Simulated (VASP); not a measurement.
VASP ran on this input.

### POSCAR
```
Ce
1
    0.0000000000     2.3822380000     2.3822380000
    2.3822380000     0.0000000000     2.3822380000
    2.3822380000     2.3822380000     0.0000000000
Ce
1
Direct
  0.0000000000   0.0000000000   0.0000000000
```

**KPOINTS**
```
Automatic
0
Gamma
  11 11 11
0 0 0
```

INCAR:
```
! general
SYSTEM  = Ce
PREC    = Accurate
ENCUT   = 300
LREAL   = .False.
LASPH   = .True.

! electronic loop
EDIFF   = 1E-6
NELM    = 100
ALGO    = Normal
LMAXMIX = 6

! smearing
ISMEAR  = 1
SIGMA   = 0.272

! functional
GGA     = PE

! ions
ISIF    = 2

! output
LWAVE   = .False.
LCHARG  = .False.
```

POTCAR, in this order: Ce (PBE.64 set). Program: vasp_std.

Translate this PBE calculation to Ansatz.

One equivalent input (not run):
Ansatz 0.2 input:
```yaml
crystal:
  lattice:
    - [0.0000000, 2.3822380, 2.3822380]
    - [2.3822380, 0.0000000, 2.3822380]
    - [2.3822380, 2.3822380, 0.0000000]
  atoms:
    - { symbol: Ce, position: [0.0000000, 0.0000000, 0.0000000] }
kpoints:
  mp_grid: { grid: [11, 11, 11] }
hamiltonian:
  xc: pbe
  pseudopotentials: { kind: paw }
scf:
  occupations: { method: methfessel_paxton, width: 0.272 }
  max_iter: 100
output: { forces: true, stress: true, eigenvalues: true }
```
Limits of the translation: each code has its own PAW files, so the cut-off isn't converted (ENCUT is set for VASP's; basis.ecutwfc is left out, and Ansatz then takes the one that its files recommend); Ansatz stops its SCF on the density residual and VASP on the energy change (EDIFF).

The structure comes from a computed database's Ce entry; how it stands against other phases isn't given here. The cell was not relaxed at this level. The run is one of a series of settings (KPOINTS 11×11×11 Γ-centred mesh against the base run), some of them coarse on purpose.
